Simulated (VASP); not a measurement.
# Te: input slips in a band-gap run and what they do, part 2 of 2

Aim: see how common mistakes in a band-structure run show up, on Te. The starting structure is a measured crystal structure from the Crystallography Open Database. Cell and atoms stay as given unless a step says otherwise.

VASP 6.6.1.

Results so far: reference 0.086 eV; one electron missing no gap to read.

## Step 5: Bands with a wide metal-type smearing

Level of this step: LDA; plane waves and PAW (Te) (VASP).

A slip made on purpose: a wide metal-type smearing. Against step 2 the input has ISMEAR = 1 and SIGMA = 1 (also changed: NELM).

File INCAR:

```
SYSTEM = Te
PREC = Accurate
ENCUT = 350
EDIFF = 1E-06
NELM = 60
ISMEAR = 1
SIGMA = 1
LREAL = .FALSE.
ALGO = Normal
GGA = CA
NBANDS = 22
LORBIT = 11
LWAVE = .FALSE.
LCHARG = .FALSE.
KPAR = 4
LASPH = .TRUE.
```

File POSCAR:

```
Te
1.0
    4.4572000000      0.0000000000      0.0000000000
   -2.2286000000      3.8600484297      0.0000000000
    0.0000000000      0.0000000000      5.9290000000
Te
3
Direct
    0.7367000000      0.7367000000      0.0000000000
    0.0000000000      0.2633000000      0.6666666667
    0.2633000000      0.0000000000      0.3333333333
```

File KPOINTS:

```
Automatic mesh
0
Gamma
6 6 4
0 0 0
```

File KPOINTS_OPT:

```
Line mode
10
Line-mode
Reciprocal
  0.00000000   0.00000000   0.00000000 GAMMA
  0.50000000   0.00000000   0.00000000 M

  0.50000000   0.00000000   0.00000000 M
  0.33333333   0.33333333   0.00000000 K

  0.33333333   0.33333333   0.00000000 K
  0.00000000   0.00000000   0.00000000 GAMMA

  0.00000000   0.00000000   0.00000000 GAMMA
  0.00000000   0.00000000   0.50000000 A

  0.00000000   0.00000000   0.50000000 A
  0.50000000   0.00000000   0.50000000 L

  0.50000000   0.00000000   0.50000000 L
  0.33333333   0.33333333   0.50000000 H

  0.33333333   0.33333333   0.50000000 H
  0.00000000   0.00000000   0.50000000 A

  0.50000000   0.00000000   0.50000000 L
  0.50000000   0.00000000   0.00000000 M

  0.33333333   0.33333333   0.00000000 K
  0.33333333   0.33333333   0.50000000 H
```

PAW data sets: Te (LDA family, release 64).

Run with:

```
mpirun -np 4 vasp_std
```

Output:

```text
[... set-up lines as in an earlier step ...]
 entering main loop
       N       E                     dE             d eps       ncg     rms          rms(c)
DAV:   1     0.548792320137E+02    0.54879E+02   -0.47516E+03  1056   0.468E+02
DAV:   2    -0.741375200020E+01   -0.62293E+02   -0.58716E+02  1386   0.986E+01
DAV:   3    -0.111874257603E+02   -0.37737E+01   -0.37394E+01  1296   0.248E+01
DAV:   4    -0.112589647429E+02   -0.71539E-01   -0.71530E-01  1370   0.405E+00
[...]
DAV:   9    -0.112035080912E+02   -0.16613E-04   -0.21791E-04  1284   0.725E-02    0.739E-02
DAV:  10    -0.112035059355E+02    0.21557E-05   -0.17982E-05  1286   0.189E-02    0.131E-02
DAV:  11    -0.112035056883E+02    0.24722E-06   -0.12803E-06   962   0.585E-03
   1 F= -.11203506E+02 E0= -.11297390E+02  d E =0.281654E+00
 Start KPOINTS_OPT (optional k-point list driver)
k-point batch [1-24\90]
       N       E                     dE             ncg
DAV:   1     0.156972164368E+04   -0.61510E+04     1056
DAV:   2     0.878732439142E+02   -0.14818E+04     1390
DAV:   3    -0.461009183506E-01   -0.87919E+02     1318
DAV:   4    -0.177993408323E+01   -0.17338E+01     1434
DAV:   5    -0.180177794584E+01   -0.21844E-01     1380
DAV:   6    -0.180280767114E+01   -0.10297E-02     1508
DAV:   7    -0.180280999095E+01   -0.23198E-05     1264
DAV:   8    -0.180281004347E+01   -0.52529E-07      944
[...]
k-point batch [73-90\90]
       N       E                     dE             ncg
DAV:   1     0.282268391791E+04   -0.68390E+04      792
DAV:   2     0.175395333193E+04   -0.10687E+04     1058
DAV:   3     0.169522788293E+04   -0.58725E+02     1004
DAV:   4     0.169405157756E+04   -0.11763E+01     1082
DAV:   5     0.169404009961E+04   -0.11478E-01     1074
DAV:   6     0.169403961939E+04   -0.48022E-03     1114
DAV:   7     0.169403961838E+04   -0.10119E-05      932
DAV:   8     0.169403961835E+04   -0.32376E-07      674
```

Run time: 39 s. Hardware: 4 MPI ranks of AMD EPYC 7R43, shared host; peak memory 0.58 GiB.

Parts of OUTCAR (step 5):

```text
  Total       -1.0336832     -1.0336832     -1.0154155      0.0000000     -0.0000000      0.0000000
  in kB      -16.2353524    -16.2353524    -15.9484339      0.0000000     -0.0000000      0.0000000
  external PRESSURE =     -16.1397129 kB  Pullay stress =       0.0000000 kB

 POSITION                                       TOTAL-FORCE (eV/Angst)
 -----------------------------------------------------------------------------------
      1.64181      2.84370      0.00000        -0.110355     -0.191141     -0.000000
     -0.58679      1.01635      3.95267        -0.110355      0.191141     -0.000000
      1.17358      0.00000      1.97633         0.220711     -0.000000      0.000000
 -----------------------------------------------------------------------------------
    total drift:                               -0.000000     -0.000000      0.000000

  FREE ENERGIE OF THE ION-ELECTRON SYSTEM (eV)
  ---------------------------------------------------
  free  energy   TOTEN  =       -11.2035056883 eV

  energy  without entropy=      -11.4851593172  energy(sigma->0) =      -11.29739023

[... 2 parts as in an earlier step ...]

[... 1 further part left out ...]
[key lines of the parts left out:]
E-fermi :   5.8863
```

With a wide metal-type smearing there is no gap to read, since by its occupations the run counts as a metal (its levels may still leave one).

## Step 6: Bands with a hybrid's name typed into the meta-GGA tag

A slip made on purpose: a hybrid's name typed into the meta-GGA tag. Against step 2 the input has METAGGA = HSE06 and no GGA (also changed: NELM).

File INCAR:

```
SYSTEM = Te
PREC = Accurate
ENCUT = 350
EDIFF = 1E-06
NELM = 60
ISMEAR = 0
SIGMA = 0.03
LREAL = .FALSE.
ALGO = Normal
NBANDS = 22
LORBIT = 11
LWAVE = .FALSE.
LCHARG = .FALSE.
KPAR = 4
LASPH = .TRUE.
METAGGA = HSE06
```

POSCAR is that of step 5.

KPOINTS is that of step 5.

KPOINTS_OPT is that of step 5.

Run with:

```
mpirun -np 4 vasp_std
```

Output:

```text
[banner, memory and clock lines left out]
running    4 mpi-ranks, on    1 nodes
[...]
|                                                                             |
|     EEEEEEE  RRRRRR   RRRRRR   OOOOOOO  RRRRRR      ###     ###     ###     |
|     E        R     R  R     R  O     O  R     R     ###     ###     ###     |
|     E        R     R  R     R  O     O  R     R     ###     ###     ###     |
|     EEEEE    RRRRRR   RRRRRR   O     O  RRRRRR       #       #       #      |
|     E        R   R    R   R    O     O  R   R                               |
|     E        R    R   R    R   O     O  R    R      ###     ###     ###     |
|     EEEEEEE  R     R  R     R  OOOOOOO  R     R     ###     ###     ###     |
|                                                                             |
|     Error: One of the selected functionals does not exist.                  |
|                                                                             |
|       ---->  I REFUSE TO CONTINUE WITH THIS SICK JOB ... BYE!!! <----       |
|                                                                             |

1
1
1
1
```

The job ended after 4 s (4 MPI ranks).

VASP stopped with this message: “Error: One of the selected functionals does not exist”.

## Step 7: All runs side by side

| run | ended | gap (eV) | core minutes |
| --- | --- | --- | --- |
| reference | converged | 0.086 | 2.6 |
| one electron missing | converged | none | 2.27 |
| no empty bands | converged | - | 0.84 |
| a wide metal-type smearing | converged | none | 2.6 |
| a hybrid's name typed into the meta-GGA tag | stopped by VASP | - | 0.267 |

Core minutes are wall time times ranks of the run shown, on a shared host.

## Step 8: What came out

```yaml
reference_gap: 0.086 eV
gap_with_one_electron_missing: none to read from the occupations
gap_with_a_wide_metal_type_smearing: none to read from the occupations
run_with_no_empty_bands: converged
run_with_a_hybrid_s_name_typed_into_the_meta_gga_tag: stopped by VASP
```

In words: VASP stopped by itself in the run with a hybrid's name typed into the meta-GGA tag. The run without empty bands converged, and still can't show a gap. Finished, but with signs in the output that stand out against the reference: one electron missing, with no gap to read, since by its occupations the run counts as a metal (its levels may still leave one) (signs: a warning on the charge density, a stress of up to 22.1 GPa and forces of up to 0.44 eV/Å); a wide metal-type smearing, with no gap to read, since by its occupations the run counts as a metal (its levels may still leave one) (signs: a large entropy term in the energy). Further runs on this material are not shown.

[Lines on the potential files, build, host, timing and source positions are cut from VASP's logs without a mark.]

[Logs are printed without paths, hosts, clocks, repeated set-up lines and the standing remarks that a program may print on its own settings, such as how far it seeks lower states.]

[Hosts, paths, dates, database ids (printed as entryN), source tags and the programs' standing remarks are cut or masked in the printed files.]
